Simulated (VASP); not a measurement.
Level of theory: r2SCAN meta-GGA, VASP's PBE PAW potentials (set 64) (plane waves; VASP).

Input for VASP

File POSCAR:
```
BaGaH5
1
    4.9813289516     0.0000000000     0.0000000000
    0.0000000000     8.5741496733     0.0000000000
    0.0000000000     0.0000000000     4.5636584793
Ba Ga H
2 2 10
Direct
  0.5000000000   0.6618281520   0.2592130189
  0.0000000000   0.3381718480   0.7592130189
  0.0000000000   0.8582812175   0.6689778589
  0.5000000000   0.1417187825   0.1689778589
  0.0000000000   0.8413151570   0.3222526758
  0.5000000000   0.1586848430   0.8222526758
  0.7422498262   0.7637282337   0.7747317086
  0.7577501738   0.2362717663   0.2747317086
  0.2577501738   0.7637282337   0.7747317086
  0.2422498262   0.2362717663   0.2747317086
  0.0000000000   0.0286743204   0.7880235012
  0.5000000000   0.9713256796   0.2880235012
  0.0000000000   0.5167747001   0.2635295279
  0.5000000000   0.4832252999   0.7635295279
```

**KPOINTS_OPT**
```
k-points along high-symmetry lines
5
Line-mode
Reciprocal
  0.000000   0.000000   0.000000 ! GAMMA
  0.500000   0.000000   0.000000 ! X

  0.500000   0.000000   0.000000 ! X
  0.500000   0.500000   0.000000 ! S

  0.500000   0.500000   0.000000 ! S
  0.000000   0.500000   0.000000 ! Y

  0.000000   0.500000   0.000000 ! Y
  0.000000   0.000000   0.000000 ! GAMMA

  0.000000   0.000000   0.000000 ! GAMMA
  0.000000   0.000000   0.500000 ! Z

  0.000000   0.000000   0.500000 ! Z
  0.500000   0.000000   0.500000 ! U

  0.500000   0.000000   0.500000 ! U
  0.500000   0.500000   0.500000 ! R

  0.500000   0.500000   0.500000 ! R
  0.000000   0.500000   0.500000 ! T

  0.000000   0.500000   0.500000 ! T
  0.000000   0.000000   0.500000 ! Z

  0.500000   0.000000   0.000000 ! X
  0.500000   0.000000   0.500000 ! U

  0.000000   0.500000   0.000000 ! Y
  0.000000   0.500000   0.500000 ! T

  0.500000   0.500000   0.000000 ! S
  0.500000   0.500000   0.500000 ! R
```

INCAR:
```
NEDOS = 601   # DOS grid
ISMEAR = -5   # tetrahedra, Bloechl
ENCUT = 400   # plane-wave cut-off (eV)
METAGGA = R2SCAN
LWAVE = F
LREAL = Auto   # projection in real space or not
LEFG = T
LASPH = T
NELM = 100
LORBIT = 11   # lm-projected
PREC = Accurate
LMIXTAU = T
ALGO = Normal   # blocked Davidson
EDIFF = 1E-7   # SCF stop (eV)
LMAXMIX = 4   # l cut-off of mixed one-centre charges
ISIF = 2
SYSTEM = BaGaH5
LCHARG = F
```

**KPOINTS**
```
Automatic mesh
0
Gamma
5 3 6
0 0 0
```

POTCAR, in this order: Ba_sv Ga_d H (PBE.64 set). Program: vasp_std.

What VASP printed:

File OSZICAR:
```
       N       E                     dE             d eps       ncg     rms          rms(c)
DAV:   1     0.368418489418E+03    0.36842E+03   -0.22366E+04  1744   0.152E+03
DAV:   2    -0.631012302345E+02   -0.43152E+03   -0.41633E+03  2032   0.394E+02
DAV:   3    -0.122923534795E+03   -0.59822E+02   -0.59376E+02  2252   0.141E+02
DAV:   4    -0.125753594074E+03   -0.28301E+01   -0.28211E+01  2448   0.319E+01
DAV:   5    -0.125849853979E+03   -0.96260E-01   -0.96196E-01  2548   0.453E+00    0.105E+01
DAV:   6    -0.119985779451E+03    0.58641E+01   -0.32406E+00  2432   0.158E+01    0.576E+00
DAV:   7    -0.112490651540E+03    0.74951E+01   -0.29238E+00  1952   0.973E+00    0.129E+00
DAV:   8    -0.114416691335E+03   -0.19260E+01   -0.17184E+00  2040   0.798E+00    0.624E-01
DAV:   9    -0.114592688827E+03   -0.17600E+00   -0.71980E-01  1856   0.484E+00    0.481E-01
DAV:  10    -0.114818820463E+03   -0.22613E+00   -0.12061E-01  1944   0.206E+00    0.229E-01
DAV:  11    -0.114789573362E+03    0.29247E-01   -0.38298E-02  1948   0.126E+00    0.937E-02
DAV:  12    -0.114828004058E+03   -0.38431E-01   -0.12964E-02  2152   0.777E-01    0.664E-02
DAV:  13    -0.114832231919E+03   -0.42279E-02   -0.39310E-03  2008   0.412E-01    0.346E-02
DAV:  14    -0.114834203761E+03   -0.19718E-02   -0.12792E-03  2032   0.221E-01    0.122E-02
DAV:  15    -0.114833938107E+03    0.26565E-03   -0.26449E-04  2308   0.121E-01    0.780E-03
DAV:  16    -0.114833914915E+03    0.23192E-04   -0.45893E-05  2064   0.443E-02    0.442E-03
DAV:  17    -0.114833914299E+03    0.61586E-06   -0.10824E-05  2012   0.201E-02    0.157E-03
DAV:  18    -0.114833918128E+03   -0.38283E-05   -0.68182E-06  1948   0.160E-02    0.130E-03
DAV:  19    -0.114833918925E+03   -0.79766E-06   -0.72575E-07  2140   0.515E-03    0.598E-04
DAV:  20    -0.114833918694E+03    0.23120E-06   -0.48868E-07  1544   0.510E-03    0.241E-04
DAV:  21    -0.114833918785E+03   -0.90875E-07   -0.16394E-07  1420   0.265E-03
   1 F= -.11483392E+03 E0= -.11483392E+03  d E =0.000000E+00
       N       E                     dE             ncg
       N       E                     dE             ncg
       N       E                     dE             ncg
```

OUTCAR:
```
------------------------ aborting loop because EDIFF is reached ----------------------------------------
  FORCE on cell =-STRESS in cart. coord.  units (eV):
  Direction    XX          YY          ZZ          XY          YZ          ZX
  --------------------------------------------------------------------------------------
  Total        0.0267755      0.0787382     -0.0168217      0.0000000      0.0000000      0.0000000
  in kB        0.2200889      0.6472123     -0.1382707      0.0000000      0.0000000      0.0000000
  external PRESSURE =       0.2430102 kB  Pullay stress =       0.0000000 kB
  volume of cell :      194.92
      direct lattice vectors                 reciprocal lattice vectors
     4.981328952  0.000000000  0.000000000     0.200749641  0.000000000  0.000000000
     0.000000000  8.574149673  0.000000000     0.000000000  0.116629641  0.000000000
     0.000000000  0.000000000  4.563658479     0.000000000  0.000000000  0.219122444
 POSITION                                       TOTAL-FORCE (eV/Angst)
 -----------------------------------------------------------------------------------
      2.49066      5.67461      1.18296         0.000000      0.002319     -0.004153
      0.00000      2.89954      3.46479         0.000000     -0.002319     -0.004153
      0.00000      7.35903      3.05299         0.000000     -0.016474      0.006240
      2.49066      1.21512      0.77116         0.000000      0.016474      0.006240
      0.00000      7.21356      1.47065         0.000000      0.018859     -0.000530
      2.49066      1.36059      3.75248         0.000000     -0.018859     -0.000530
      3.69739      6.54832      3.53561         0.010222      0.006343     -0.001600
      3.77460      2.02583      1.25378        -0.010222     -0.006343     -0.001600
      1.28394      6.54832      3.53561        -0.010222      0.006343     -0.001600
      1.20673      2.02583      1.25378         0.010222     -0.006343     -0.001600
      0.00000      0.24586      3.59627         0.000000      0.003840      0.004754
      2.49066      8.32829      1.31444         0.000000     -0.003840      0.004754
      0.00000      4.43090      1.20266         0.000000      0.003226     -0.003110
      2.49066      4.14325      3.48449         0.000000     -0.003226     -0.003110
 -----------------------------------------------------------------------------------
    total drift:                                0.000000     -0.000000     -0.041745
  FREE ENERGIE OF THE ION-ELECTRON SYSTEM (eV)
  ---------------------------------------------------
  free  energy   TOTEN  =      -114.8339187849 eV

  energy  without entropy=     -114.8339187849  energy(sigma->0) =     -114.83391878

 total charge

# of ion       s       p       d       tot
------------------------------------------
    1        2.012   5.628   0.231   7.872
    2        2.012   5.628   0.231   7.872
    3        0.837   1.017  10.024  11.877
    4        0.837   1.017  10.024  11.877
    5        0.555   0.009   0.000   0.564
    6        0.555   0.009   0.000   0.564
    7        0.567   0.008   0.000   0.576
    8        0.567   0.008   0.000   0.576
    9        0.567   0.008   0.000   0.576
   10        0.567   0.008   0.000   0.576
   11        0.567   0.008   0.000   0.575
   12        0.567   0.008   0.000   0.575
   13        0.523   0.001   0.000   0.524
   14        0.523   0.001   0.000   0.524
--------------------------------------------------
tot         11.259  13.358  20.510  45.126
```
(Selected blocks of OUTCAR.)

The structure comes from a computed database's BaGaH5 entry (Pmn2_1); how it stands against other phases isn't given here. It was relaxed first.
